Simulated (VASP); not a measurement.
Output of a VASP run:

OSZICAR:
```
       N       E                     dE             d eps       ncg     rms          rms(c)
DAV:   1     0.962038216531E+02    0.96204E+02   -0.74213E+03   440   0.126E+03
DAV:   2     0.132277500420E+01   -0.94881E+02   -0.88990E+02   518   0.280E+02
DAV:   3    -0.679614065930E+01   -0.81189E+01   -0.80720E+01   533   0.813E+01
DAV:   4    -0.697720150192E+01   -0.18106E+00   -0.18091E+00   502   0.139E+01
DAV:   5    -0.698114193281E+01   -0.39404E-02   -0.39400E-02   566   0.192E+00    0.214E+00
DAV:   6    -0.678366037489E+01    0.19748E+00   -0.40080E-01   503   0.418E+00    0.161E+00
DAV:   7    -0.677185865523E+01    0.11802E-01   -0.92245E-02   531   0.203E+00    0.108E+00
DAV:   8    -0.677774320875E+01   -0.58846E-02   -0.99782E-03   458   0.106E+00    0.248E-01
DAV:   9    -0.677769016069E+01    0.53048E-04   -0.19735E-04   545   0.138E-01    0.137E-01
DAV:  10    -0.677784719408E+01   -0.15703E-03   -0.33758E-04   464   0.162E-01    0.515E-02
DAV:  11    -0.677783916249E+01    0.80316E-05   -0.18902E-05   518   0.430E-02    0.107E-02
DAV:  12    -0.677783952379E+01   -0.36131E-06   -0.17758E-06   464   0.142E-02
   1 F= -.67778395E+01 E0= -.67778395E+01  d E =-.290522E-14
```

OUTCAR:
```
------------------------ aborting loop because EDIFF is reached ----------------------------------------
  FORCE on cell =-STRESS in cart. coord.  units (eV):
  Direction    XX          YY          ZZ          XY          YZ          ZX
  --------------------------------------------------------------------------------------
  Total        0.0162064      0.0162064      0.0162064      0.0000000      0.0000000      0.0000000
  in kB        0.5641115      0.5641115      0.5641115      0.0000000      0.0000000      0.0000000
  external PRESSURE =       0.5641115 kB  Pullay stress =       0.0000000 kB
  volume of cell :       46.03
      direct lattice vectors                 reciprocal lattice vectors
     0.000000000  2.844465734  2.844465734    -0.175779934  0.175779934  0.175779934
     2.844465734  0.000000000  2.844465734     0.175779934 -0.175779934  0.175779934
     2.844465734  2.844465734  0.000000000     0.175779934  0.175779934 -0.175779934
  FREE ENERGIE OF THE ION-ELECTRON SYSTEM (eV)
  ---------------------------------------------------
  free  energy   TOTEN  =        -6.7778395238 eV

  energy  without entropy=       -6.7778395238  energy(sigma->0) =       -6.77783952
```
(Selected blocks of OUTCAR.)

**POSCAR**
```
NaCl
1
    0.0000000000     2.8444657341     2.8444657341
    2.8444657341     0.0000000000     2.8444657341
    2.8444657341     2.8444657341     0.0000000000
Na Cl
1 1
Direct
  0.0000000000   0.0000000000   0.0000000000
  0.5000000000   0.5000000000   0.5000000000
```

Problem. Write an INCAR and KPOINTS that could have produced this output.

Solution. One answer among several that fit: the input of the run itself, PBE GGA, plane waves, VASP's PBE PAW potentials (set 64).

### INCAR
```
ALGO = Normal
EDIFF = 1E-6
ENCUT = 520
GGA = PE
ISMEAR = 0
LASPH = .True.
LCHARG = .True.
LREAL = .False.
LWAVE = .False.
NELM = 100
PREC = Accurate
SIGMA = 0.05
SYSTEM = NaCl
```

### KPOINTS
```
Automatic mesh
0
Gamma
7 7 7
0 0 0
```

POTCAR, in this order: Na_pv Cl (PBE.64 set). Program: vasp_std.

The compound is NaCl in the rock salt structure. It was relaxed first.
